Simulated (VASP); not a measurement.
Set up this calculation in VASP 6.6.1, as the native input.

| Item | Value |
| --- | --- |
| Task | relaxation of cell and atoms |
| Functional | PBE |
| Potentials or basis | VASP PAW PBE potentials, release 64 (B, C) |
| Cutoff | 520 eV |
| k mesh | 7 × 7 × 7 |
| Occupations | gaussian, width 0.15 eV |
| Spin | no spin polarisation |
| Further INCAR settings | PREC = Normal; ALGO = Fast; EDIFF = 0.0001; IBRION = 2; EDIFFG = -0.08; NSW = 24; ISIF = 3 |

The structure of B2C lies in POSCAR:

```
B2C
1.0
    0.0000000000      2.5093534200      2.5093534200
    2.5093534200      0.0000000000      2.5093534200
    2.5093534200      2.5093534200      0.0000000000
B C
2 1
Direct
    0.5000000000      0.5000000000      0.5000000000
    0.7500000000      0.7500000000      0.7500000000
    0.2500000000      0.2500000000      0.2500000000
```

The cell was built by a generator and needn't be a form met in nature.

The input as run:

INCAR

```
PREC = Normal ; ENCUT = 520
EDIFF = 1E-4 ; ISMEAR = 0
SIGMA = 0.15 ; LREAL = F
LASPH = T ; NELM = 60
ALGO = Fast ; ISIF = 3
LWAVE = F ; LCHARG = F
GGA = PE ; IBRION = 2
NSW = 24 ; EDIFFG = -0.08
```

KPOINTS

```
Automatic mesh
0
Gamma
  7 7 7
```

Potentials or basis: VASP PAW PBE potentials, release 64 (B, C).

The run is started by

```sh
$ cat potpaw_PBE.64/B/POTCAR potpaw_PBE.64/C/POTCAR > POTCAR
$ mpirun -np 1 vasp_std > vasp.out
```

It gave:

```json
{"Relaxed volume": "6.44 Å³/atom", "Relaxed cell": "a = 3.012 Å, b = 3.012 Å, c = 3.012 Å, α = 60.00°, β = 60.00°, γ = 60.00°", "Space group after relaxing (to 0.05 Å)": "F-43m (No. 216)", "Energy gained by relaxing": "728.8 meV/atom", "Ionic steps": "3", "Pressure after relaxing": "0.2 GPa", "Band gap on the k mesh": "none (metal or under the smearing width)"}
```

Caveat: the volume moved by over 15 % at a fixed basis, so the end points are rough.

Wall time 4.4 s on 1 thread of AMD EPYC 9R45 96-Core Processor (Zen 5), on a shared host, peak memory 0.09 GiB.
